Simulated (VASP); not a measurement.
A run of VASP 6.6.1 is set up as follows.

File INCAR:

```
SYSTEM = SrMg6Sb
PREC = Accurate
ENCUT = 500
EDIFF = 1E-6
ISMEAR = 0
SIGMA = 0.1
LREAL = .False.
LASPH = .True.
NELM = 60
ALGO = Fast
ISIF = 2
LWAVE = .False.
LCHARG = .False.
GGA = RP
```

KPOINTS

```
Automatic mesh
0
Gamma
  5 5 5
  0 0 0
```

The input POSCAR:

```
SrMg6Sb
5.43
    0.999992449355      0.000000000000      0.000000000000
    0.000000000000      0.594008839779      1.100677900552
    0.000000000000     -0.594008839779      1.100677900552
Sb Sr Mg
1 1 6
Direct
    0.5000000000      0.6613210000      0.6613210000
    0.5000000000      0.1707990000      0.1707990000
    0.0000000000      0.8356540000      0.8356540000
    0.0000000000      0.3430970000      0.3430970000
    0.0000000000      0.3341530000      0.8174010000
    0.0000000000      0.8174010000      0.3341530000
    0.5000000000      0.1703750000      0.6671950000
    0.5000000000      0.6671950000      0.1703750000
```

Potentials or basis: VASP PAW PBE potentials, release 64 (Sb, Sr_sv, Mg).

The run is started by

```bash
$ cat potpaw_PBE.64/Sb/POTCAR potpaw_PBE.64/Sr_sv/POTCAR potpaw_PBE.64/Mg/POTCAR > POTCAR
$ mpirun -np 1 vasp_std > vasp.out
```

(1) Estimate the band gap on the k mesh.

(2) Estimate the largest force.

Results:

(1) none (metal or under the smearing width).

(2) 0.084 eV/Å.

Caveat: the PAW data sets were made with another functional, which shifts forces and pressure a little.
